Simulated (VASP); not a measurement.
An input for Quantum ESPRESSO's pw.x (written as the equivalent of a VASP run, and not itself run):

```
&CONTROL
  calculation = 'scf'
  pseudo_dir = './pseudo'
  outdir = './out'
  tprnfor = .true.
  tstress = .true.
/
&SYSTEM
  ibrav = 0
  nat = 2
  ntyp = 2
  ecutwfc = 88
  occupations = 'smearing'
  smearing = 'gaussian'
  degauss = 0.003675
  input_dft = 'pbesol'
/
&ELECTRONS
  conv_thr = 7.3e-09
  electron_maxstep = 100
/
ATOMIC_SPECIES
  Na 22.990 Na.upf
  F 18.998 F.upf
CELL_PARAMETERS angstrom
     0.0000000    2.3150000    2.3150000
     2.3150000    0.0000000    2.3150000
     2.3150000    2.3150000    0.0000000
ATOMIC_POSITIONS crystal
  Na   0.0000000  0.0000000  0.0000000
  F    0.5000000  0.5000000  0.5000000
K_POINTS automatic
  10 10 10 0 0 0
```

Task: Write the VASP files for the same calculation (PBEsol).

Result: One answer among several that fit: 
**KPOINTS**
```
Automatic mesh
0
Gamma
10 10 10
0 0 0
```

**INCAR**
```
ALGO = Normal
ISIF = 2   # forces and stress, cell fixed
EDIFF = 1E-7   # SCF stop (eV)
SYSTEM = NaF
LWAVE = .FALSE.
ISMEAR = 0
LREAL = .FALSE.
LASPH = .TRUE.   # aspherical one-centre terms
ENCUT = 520   # plane-wave cut-off (eV)
NELM = 100   # most electronic steps
PREC = Accurate
GGA = PS   # PBEsol
LCHARG = .FALSE.
SIGMA = 0.05   # width (eV)
```

**POSCAR**
```
NaF
1
    0.0000000000     2.3150000000     2.3150000000
    2.3150000000     0.0000000000     2.3150000000
    2.3150000000     2.3150000000     0.0000000000
Na F
1 1
Direct
  0.0000000000   0.0000000000   0.0000000000
  0.5000000000   0.5000000000   0.5000000000
```

POTCAR, in this order: Na_pv F (PBE.64 set). Program: vasp_std.

Limits of the translation: the potentials are each code's own (VASP's PAW set, PseudoDojo norm-conserving files in pw.x), so ENCUT and ecutwfc are chosen apart and not converted; conv_thr bounds pw.x's estimated SCF error, while EDIFF bounds the energy change between steps.

The compound is NaF in the rock salt structure. The cell was not relaxed at this level.
